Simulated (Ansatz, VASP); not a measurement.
Given: the input of a run of Ansatz 0.2.0 on NaCu.

input.yaml

```yaml
crystal:
  lattice:
    - [2.94223675, 0.0, 0.0]
    - [0.0, 2.94223675, 0.0]
    - [0.0, 0.0, 4.04091276]
  atoms:
    - { symbol: Na, position: [0.0, 0.0, 0.0] }
    - { symbol: Cu, position: [0.5, 0.5, 0.5] }
hamiltonian:
  xc: blyp
  pseudopotentials: { kind: paw }
kpoints:
  mp_grid: { grid: [9, 9, 7] }
  band_path:
    path:
      - [[0.0, 0.0, 0.0], [0.0, 0.5, 0.0], [0.5, 0.5, 0.0], [0.0, 0.0, 0.0], [0.0, 0.0, 0.5], [0.0, 0.5, 0.5], [0.5, 0.5, 0.5], [0.0, 0.0, 0.5]]
      - [[0.0, 0.5, 0.0], [0.0, 0.5, 0.5]]
      - [[0.5, 0.5, 0.0], [0.5, 0.5, 0.5]]
    npoints: 14
scf:
  occupations: { method: fermi_dirac, width: 0.05 }
  n_extra_bands: 6
output:
  forces: true
  stress: true
  eigenvalues: true
  fatbands: false
```

Potentials or basis: Ansatz PAW.

Run with:

```sh
$ ansatz run input.yaml --threads 2 --pin off --max-ram 5632MiB --backend cpu --events-out ev --progress --plain --runs-dir out
```

Translate it to VASP 6.6.1. Potentials there: VASP PAW PBE potentials, release 64 (Na_pv, Cu).

As run (the cutoff follows the program's own potentials):

The input INCAR:

```
AGGAC = 1.0 ; AGGAX = 1.0
ALDAC = 0.0 ; ALDAX = 1.0
ALGO = Normal ; EDIFF = 1E-7
ENCUT = 520 ; GGA = B5
ISIF = 2 ; ISMEAR = -1
LASPH = True ; LCHARG = False
LMAXMIX = 4 ; LREAL = False
LWAVE = False ; NBANDS = 16
NELM = 100 ; PREC = Accurate
SIGMA = 0.05
```

The input KPOINTS:

```
k-points
0
Gamma
  9 9 7
```

POSCAR

```
NaCu
1.0
    2.9422367500      0.0000000000      0.0000000000
    0.0000000000      2.9422367500      0.0000000000
    0.0000000000      0.0000000000      4.0409127600
Na Cu
1 1
Direct
    0.0000000000      0.0000000000      0.0000000000
    0.5000000000      0.5000000000      0.5000000000
```

The input KPOINTS_OPT:

```
path GXMGZRAZ,XR,MA
15
line-mode
reciprocal
 0.0000000000  0.0000000000  0.0000000000  G
 0.0000000000  0.5000000000  0.0000000000  X

 0.0000000000  0.5000000000  0.0000000000  X
 0.5000000000  0.5000000000  0.0000000000  M

 0.5000000000  0.5000000000  0.0000000000  M
 0.0000000000  0.0000000000  0.0000000000  G

 0.0000000000  0.0000000000  0.0000000000  G
 0.0000000000  0.0000000000  0.5000000000  Z

 0.0000000000  0.0000000000  0.5000000000  Z
 0.0000000000  0.5000000000  0.5000000000  R

 0.0000000000  0.5000000000  0.5000000000  R
 0.5000000000  0.5000000000  0.5000000000  A

 0.5000000000  0.5000000000  0.5000000000  A
 0.0000000000  0.0000000000  0.5000000000  Z

 0.0000000000  0.5000000000  0.0000000000  X
 0.0000000000  0.5000000000  0.5000000000  R

 0.5000000000  0.5000000000  0.0000000000  M
 0.5000000000  0.5000000000  0.5000000000  A
```

Potentials or basis: VASP PAW PBE potentials, release 64 (Na_pv, Cu).

Run with:

```sh
$ cat potpaw_PBE.64/Na_pv/POTCAR potpaw_PBE.64/Cu/POTCAR > POTCAR
$ mpirun -np 1 vasp_std > vasp.out
```

Both were run:

|  | VASP | Ansatz | Ansatz less VASP |
| --- | --- | --- | --- |
| gap on the k mesh at the Fermi level (eV) | none | none | - |
| pressure (GPa) | 4.8 | 4.7 | -0.16 |
| largest component of the traceless stress (GPa) | 1.30 | 1.37 | +0.062 |

A gap of «none» marks a metal or a gap that the smearing closes. The two sets of potentials don't hold the same shells in valence.

Caveats: the PAW data sets were made with another functional, which shifts forces and pressure a little (VASP); the PAW data sets come from PBE, with cores solved anew for the run's functional, which leaves a small shift of forces and pressure (Ansatz).
